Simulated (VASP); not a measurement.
**SiO2 (Cristobalite): NMR shieldings**

Aim: NMR shielding tensors and field gradients of SiO2 (Cristobalite). The cell has space group P4_12_12. The start is a cell from a database of measured crystal structures.

Program: VASP 6.6.1. Level of theory: r2SCAN; plane waves and PAW (Si, O), in the first sound run; inputs show where later runs differ. Results are calculated unless marked as measured.

The database entry behind the starting cell lists a temperature of 340 K, so it need not match the best structure at ambient conditions.

## 1. The starting structure

It takes space group P4_12_12 (No. 92, tetragonal). The conventional cell has a = 4.982 Å, b = 4.982 Å, c = 6.963 Å, α = 90.00°, β = 90.00°, γ = 90.00°. Nearest to Si lie 4 O at 1.60 to 1.61 Å. Nearest to O lie 2 Si at 1.60 to 1.61 Å. Farther neighbours and most contacts between anions are not listed.

As a file:

```xyz
12
Lattice="4.9820 0.0000 0.0000 0.0000 4.9820 0.0000 0.0000 0.0000 6.9630" Properties=species:S:1:pos:R:3 pbc="T T T"
Si    3.9805    1.0015    5.2222
Si    3.4925    3.4925    3.4815
Si    1.0015    3.9805    1.7408
Si    1.4895    1.4895    0.0000
O     0.5155    1.1951    5.7227
O     1.2959    3.0065    0.5004
O     4.4665    3.7869    2.2412
O     3.6861    1.9755    3.9819
O     3.0065    1.2959    6.4626
O     3.7869    4.4665    4.7218
O     1.9755    3.6861    2.9811
O     1.1951    0.5155    1.2403
```

## 2. Relaxation

The atoms are relaxed first inside the given cell, which is kept (ISIF = 2), since values at the nuclei depend on the positions.

INCAR reads:

```
SYSTEM = SiO2
PREC = Accurate
ENCUT = 520
EDIFF = 1E-06
NELM = 100
ISMEAR = 0
SIGMA = 0.05
LREAL = .FALSE.
ALGO = Normal
METAGGA = R2SCAN
LASPH = .TRUE.
NBANDS = 44
LWAVE = .FALSE.
LCHARG = .FALSE.
KPAR = 4
IBRION = 2
NSW = 60
ISIF = 2
EDIFFG = -0.01
```

POSCAR reads:

```
SiO2
1.0
    4.9820000000      0.0000000000      0.0000000000
    0.0000000000      4.9820000000      0.0000000000
    0.0000000000      0.0000000000      6.9630000000
Si O
4 8
Direct
    0.7989700000      0.2010300000      0.7500000000
    0.7010300000      0.7010300000      0.5000000000
    0.2010300000      0.7989700000      0.2500000000
    0.2989700000      0.2989700000      0.0000000000
    0.1034700000      0.2398900000      0.8218700000
    0.2601100000      0.6034700000      0.0718700000
    0.8965300000      0.7601100000      0.3218700000
    0.7398900000      0.3965300000      0.5718700000
    0.6034700000      0.2601100000      0.9281300000
    0.7601100000      0.8965300000      0.6781300000
    0.3965300000      0.7398900000      0.4281300000
    0.2398900000      0.1034700000      0.1781300000
```

KPOINTS reads:

```
Automatic mesh
0
Gamma
4 4 3
0 0 0
```

Potentials, in the order of the species: Si and O (PBE family, release 64).

Started as:

```sh
$ mpirun -np 4 vasp_std
```

The program printed:

```text
[banner, memory and clock lines left out]
running    4 mpi-ranks, on    1 nodes
 distrk:  each k-point on    1 cores,    4 groups
 distr:  one band on    1 cores,    1 groups

 POSCAR found type information on POSCAR SiO
 POSCAR found :  2 types and      12 ions
|                                                                             |
|               ----> ADVICE to this user running VASP <----                  |
|                                                                             |
|     You enforced a specific xc type in the INCAR file but a different       |
|     [... a line on the potential file left out ...]
|     I HOPE YOU KNOW WHAT YOU ARE DOING!                                     |
|                                                                             |

 LDA part: xc-table for (None), standard interpolation
 POSCAR, INCAR and KPOINTS ok, starting setup
 FFT: planning ... GRIDC
 FFT: planning ... GRID_SOFT
 FFT: planning ... GRID
 WAVECAR not read
 entering main loop
       N       E                     dE             d eps       ncg     rms          rms(c)
DAV:   1     0.379912913262E+03    0.37991E+03   -0.33468E+04  1064   0.135E+03
DAV:   2    -0.118260983231E+03   -0.49817E+03   -0.48300E+03  1344   0.320E+02
DAV:   3    -0.150890513978E+03   -0.32630E+02   -0.32477E+02  1272   0.867E+01
DAV:   4    -0.151300371311E+03   -0.40986E+00   -0.40910E+00  1328   0.107E+01
DAV:   5    -0.151307093600E+03   -0.67223E-02   -0.67173E-02  1276   0.134E+00    0.306E+01
DAV:   6    -0.118493767253E+03    0.32813E+02   -0.28678E+01  1236   0.240E+01    0.173E+01
DAV:   7    -0.118988233894E+03   -0.49447E+00   -0.40777E+00  1264   0.908E+00    0.616E+00
DAV:   8    -0.119117016021E+03   -0.12878E+00   -0.32089E-01  1284   0.330E+00    0.196E+00
DAV:   9    -0.119148004997E+03   -0.30989E-01   -0.11958E-01  1156   0.165E+00    0.518E-01
DAV:  10    -0.119150997932E+03   -0.29929E-02   -0.52794E-03  1176   0.395E-01    0.141E-01
DAV:  11    -0.119152098620E+03   -0.11007E-02   -0.91104E-04  1224   0.169E-01    0.723E-02
DAV:  12    -0.119152087160E+03    0.11460E-04   -0.34011E-05  1312   0.308E-02    0.376E-02
DAV:  13    -0.119152094735E+03   -0.75748E-05   -0.18313E-05  1208   0.204E-02    0.164E-03
DAV:  14    -0.119152095183E+03   -0.44758E-06   -0.57200E-07   904   0.388E-03
   1 F= -.11915210E+03 E0= -.11915210E+03  d E =-.119152E+03
 curvature:   0.00 expect dE= 0.000E+00 dE for cont linesearch  0.000E+00
 trial: gam= 0.00000 g(F)=  0.204E-01 g(S)=  0.000E+00 ort = 0.000E+00 (trialstep = 0.100E+01)
 search vector abs. value=  0.204E-01
 bond charge predicted
       N       E                     dE             d eps       ncg     rms          rms(c)
DAV:   1    -0.119136714508E+03    0.15380E-01   -0.42246E+00  1056   0.112E+01    0.977E-01
DAV:   2    -0.119142768889E+03   -0.60544E-02   -0.12039E-01  1288   0.178E+00    0.306E-01
DAV:   3    -0.119141035681E+03    0.17332E-02   -0.19069E-03  1328   0.301E-01    0.162E-01
DAV:   4    -0.119140602514E+03    0.43317E-03   -0.24351E-03  1296   0.302E-01    0.319E-02
DAV:   5    -0.119140646286E+03   -0.43772E-04   -0.46340E-04  1232   0.117E-01    0.333E-02
DAV:   6    -0.119140651226E+03   -0.49397E-05   -0.12425E-05  1256   0.244E-02    0.154E-02
DAV:   7    -0.119140651593E+03   -0.36728E-06   -0.26648E-06   884   0.113E-02
   2 F= -.11914065E+03 E0= -.11914065E+03  d E =0.114436E-01
[... from here on, the cycles between the ionic steps are left out ...]
   3 F= -.11915533E+03 E0= -.11915533E+03  d E =-.323874E-02
   4 F= -.11915970E+03 E0= -.11915970E+03  d E =-.436978E-02
   5 F= -.11916337E+03 E0= -.11916337E+03  d E =-.803213E-02
   6 F= -.11916380E+03 E0= -.11916380E+03  d E =-.846741E-02
   7 F= -.11916539E+03 E0= -.11916539E+03  d E =-.159167E-02
   8 F= -.11916593E+03 E0= -.11916593E+03  d E =-.213099E-02
   9 F= -.11916595E+03 E0= -.11916595E+03  d E =-.214629E-02
  10 F= -.11916499E+03 E0= -.11916499E+03  d E =0.956422E-03
 trial-energy change:    0.000956  1 .order    0.000958   -0.000516    0.002431
 step:   0.2656(harm=  0.2656)  dis= 0.00039  next Energy=  -119.165993 (dE=-0.451E-04)
 bond charge predicted
       N       E                     dE             d eps       ncg     rms          rms(c)
DAV:   1    -0.119165866590E+03   -0.87562E-03   -0.67601E-02  1056   0.140E+00    0.138E-01
DAV:   2    -0.119166035056E+03   -0.16847E-03   -0.22387E-03  1292   0.243E-01    0.530E-02
DAV:   3    -0.119165999102E+03    0.35954E-04   -0.40460E-05  1304   0.454E-02    0.266E-02
DAV:   4    -0.119165992981E+03    0.61213E-05   -0.49138E-05  1288   0.424E-02    0.476E-03
DAV:   5    -0.119165993592E+03   -0.61079E-06   -0.92719E-06  1156   0.168E-02
  11 F= -.11916599E+03 E0= -.11916599E+03  d E =-.459609E-04
 curvature:  -0.18 expect dE=-0.145E-05 dE for cont linesearch -0.188E-07
 trial: gam=-0.02736 g(F)=  0.821E-05 g(S)=  0.000E+00 ort = 0.693E-05 (trialstep = 0.127E+01)
 search vector abs. value=  0.817E-05
 reached required accuracy - stopping structural energy minimisation
```

The job ended after 6.4 min (4 MPI ranks of Intel Xeon 6975P-C (Granite Rapids), shared host; peak memory 1.3 GiB).

The logs omit lines about the potential files and the build; timing stands in the text.

From OUTCAR (step 2):

```text
ion  position               nearest neighbor table
   1  0.799  0.201  0.750-   8 1.60   9 1.60   5 1.61  10 1.61   2 3.08   4 3.08   2 3.08   4 3.08

  LATTYP: Found a simple tetragonal cell.
 ALAT       =     4.9820000000
 C/A-ratio  =     1.3976314733

 Subroutine GETGRP returns: Found  8 space group operations
 (whereof  2 operations were pure point group operations)

The static configuration has the point symmetry C_2 .
 The point group associated with its full space group is D_4 .

 Found     12 irreducible k-points:

   k-points           NKPTS =     12   k-points in BZ     NKDIM =     12   number of bands    NBANDS=     44

   dimension x,y,z NGX =    40 NGY =   40 NGZ =   54
   dimension x,y,z NGXF=    80 NGYF=   80 NGZF=  108

   ENCUT  =  520.0 eV  38.22 Ry    6.18 a.u.   9.26  9.26 12.95*2*pi/ulx,y,z

   NELECT =      64.0000    total number of electrons

 k-points in reciprocal lattice and weights: Automatic mesh
   0.00000000  0.00000000  0.00000000       0.021
   0.25000000  0.00000000  0.00000000       0.083
   0.50000000  0.00000000  0.00000000       0.042
   0.25000000  0.25000000  0.00000000       0.083
   0.50000000  0.25000000  0.00000000       0.083
   0.50000000  0.50000000  0.00000000       0.021
   0.00000000  0.00000000  0.33333333       0.042
   0.25000000  0.00000000  0.33333333       0.167
   0.50000000  0.00000000  0.33333333       0.083
   0.25000000  0.25000000  0.33333333       0.167
   0.50000000  0.25000000  0.33333333       0.167
   0.50000000  0.50000000  0.33333333       0.042

 average (electrostatic) potential at core
       1 -90.6215       2 -90.6215       3 -90.6215       4 -90.6215       5 -77.3180
       6 -77.3180       7 -77.3180       8 -77.3180       9 -77.3180      10 -77.3180
      11 -77.3180      12 -77.3180

 E-fermi :  -0.0701

 k-point     1 :       0.0000    0.0000    0.0000
  band No.  band energies     occupation
    ...
     28      -1.5935      2.00000
     29      -1.0327      2.00000
     30      -0.6526      2.00000
     31      -0.6526      2.00000
     32      -0.3656      2.00000
     33       5.9722      0.00000
     34       9.2344      0.00000
     35       9.2344      0.00000
     36       9.7327      0.00000
     37       9.7327      0.00000
    ...

 k-point     2 :       0.2500    0.0000    0.0000
  band No.  band energies     occupation
    ...
     28      -1.4523      2.00000
     29      -1.0998      2.00000
     30      -0.8480      2.00000
     31      -0.7108      2.00000
     32      -0.5443      2.00000
     33       6.6124      0.00000
     34       9.3793      0.00000
     35       9.3820      0.00000
     36       9.7246      0.00000
     37       9.8611      0.00000
    ...

 k-point     3 :       0.5000    0.0000    0.0000
  band No.  band energies     occupation
    ...
     28      -1.3814      2.00000
     29      -1.0113      2.00000
     30      -1.0113      2.00000
     31      -0.8455      2.00000
     32      -0.8455      2.00000
     33       8.0808      0.00000
     34       8.0808      0.00000
     35       9.6598      0.00000
     36       9.6598      0.00000
     37      10.2508      0.00000
    ...

  Total        0.1567572      0.1567572     -0.2296294      0.0000000      0.0000000      0.0000000
  in kB        1.4532295      1.4532295     -2.1287969      0.0000000      0.0000000      0.0000000
  external PRESSURE =       0.2592207 kB  Pullay stress =       0.0000000 kB

  energy-cutoff  :      520.00
  volume of cell :      172.82
      direct lattice vectors                 reciprocal lattice vectors
     4.982000000  0.000000000  0.000000000     0.200722601  0.000000000  0.000000000
     0.000000000  4.982000000  0.000000000     0.000000000  0.200722601  0.000000000
     0.000000000  0.000000000  6.963000000     0.000000000  0.000000000  0.143616257

 POSITION                                       TOTAL-FORCE (eV/Angst)
 -----------------------------------------------------------------------------------
      3.99378      0.98822      5.22225        -0.001518      0.001518     -0.000000
      3.47922      3.47922      3.48150         0.001518      0.001518     -0.000000
      0.98822      3.99378      1.74075         0.001518     -0.001518     -0.000000
      1.50278      1.50278      0.00000        -0.001518     -0.001518     -0.000000
      0.53499      1.18948      5.71052        -0.000432     -0.003729     -0.002211
      1.30152      3.02599      0.48827         0.003729     -0.000432     -0.002211
      4.44701      3.79252      2.22902         0.000432      0.003729     -0.002211
      3.68048      1.95601      3.96977        -0.003729      0.000432     -0.002211
      3.02599      1.30152      6.47473        -0.000432      0.003729      0.002211
      3.79252      4.44701      4.73398         0.003729      0.000432      0.002211
      1.95601      3.68048      2.99323         0.000432     -0.003729      0.002211
      1.18948      0.53499      1.25248        -0.003729     -0.000432      0.002211
 -----------------------------------------------------------------------------------
    total drift:                                0.000000     -0.000000      0.000000

  FREE ENERGIE OF THE ION-ELECTRON SYSTEM (eV)
  ---------------------------------------------------
  free  energy   TOTEN  =      -119.1659935916 eV

  energy  without entropy=     -119.1659935916  energy(sigma->0) =     -119.16599359

 reached required accuracy - stopping structural energy minimisation

[... 3 further parts left out ...]
```

CONTCAR:

```
SiO2
   1.00000000000000
     4.9820000000000002    0.0000000000000000    0.0000000000000000
     0.0000000000000000    4.9820000000000002    0.0000000000000000
     0.0000000000000000    0.0000000000000000    6.9630000000000001
  Si              O
     4     8
Direct
     0.8016427973213353    0.1983572026786648    0.7500000000000000
     0.6983572026786647    0.6983572026786647    0.5000000000000000
     0.1983572026786648    0.8016427973213353    0.2500000000000000
     0.3016427973213351    0.3016427973213351    0.0000000000000000
     0.1073847974283941    0.2387560611004488    0.8201229478665624
     0.2612439388995513    0.6073847974283939    0.0701229478665625
     0.8926152025716061    0.7612439388995512    0.3201229478665625
     0.7387560611004488    0.3926152025716060    0.5701229478665624
     0.6073847974283939    0.2612439388995513    0.9298770521334376
     0.7612439388995512    0.8926152025716061    0.6798770521334376
     0.3926152025716060    0.7387560611004488    0.4298770521334375
     0.2387560611004488    0.1073847974283941    0.1798770521334375
```

The PAW data sets were made with PBE, which is usual practice but a small mismatch for other functionals. The run keeps the 8 symmetry operations of its start, so it cannot find a distortion of lower symmetry.

Relaxation path:

| step | energy less that of the first step (eV) | largest force (eV/Å) |
| --- | --- | --- |
| 1 | 0.0000 | 0.1994 |
| 2 | 0.0114 | 0.5193 |
| 3 | -0.0032 | 0.1235 |
| 4 | -0.0076 | 0.0899 |
| 5 | -0.0113 | 0.0891 |
| 6 | -0.0117 | 0.0689 |
| 7 | -0.0133 | 0.0481 |
| 8 | -0.0138 | 0.0282 |
| 9 | -0.0139 | 0.0249 |
| 10 | -0.0129 | 0.1310 |
| 11 | -0.0139 | 0.0044 |

The atoms that moved most (Å):

| atom | dx | dy | dz | length |
| --- | --- | --- | --- | --- |
| O6 | 0.006 | 0.020 | -0.012 | 0.024 |
| O12 | -0.006 | 0.020 | 0.012 | 0.024 |
| O5 | 0.020 | -0.006 | -0.012 | 0.024 |
| O7 | -0.020 | 0.006 | -0.012 | 0.024 |
| O8 | -0.006 | -0.020 | -0.012 | 0.024 |
| O9 | 0.020 | 0.006 | 0.012 | 0.024 |
| O10 | 0.006 | -0.020 | 0.012 | 0.024 |
| O11 | -0.020 | -0.006 | 0.012 | 0.024 |

The relaxed structure:

```xyz
12
Lattice="4.9820 0.0000 0.0000 0.0000 4.9820 0.0000 0.0000 0.0000 6.9630" Properties=species:S:1:pos:R:3 pbc="T T T"
Si    3.9938    0.9882    5.2222
Si    3.4792    3.4792    3.4815
Si    0.9882    3.9938    1.7408
Si    1.5028    1.5028    0.0000
O     0.5350    1.1895    5.7105
O     1.3015    3.0260    0.4883
O     4.4470    3.7925    2.2290
O     3.6805    1.9560    3.9698
O     3.0260    1.3015    6.4747
O     3.7925    4.4470    4.7340
O     1.9560    3.6805    2.9932
O     1.1895    0.5350    1.2525
```

Numbers from this step:

```
free energy (TOTEN) : -119.1660 eV
Fermi energy        : -0.0701 eV
pressure            : 0.02592 GPa
```

At r2SCAN, with these data sets, the largest force is down to 0.0044 eV/Å.

[end of part 1 of 6]

[Lines on the potential files, build, host, timing and source positions are cut from VASP's logs without a mark.]

[Logs are printed without paths, hosts, clocks, repeated set-up lines and the standing remarks that a program may print on its own settings, such as how far it seeks lower states.]

[Hosts, paths, dates, database ids (printed as entryN), source tags and the programs' standing remarks are cut or masked in the printed files.]
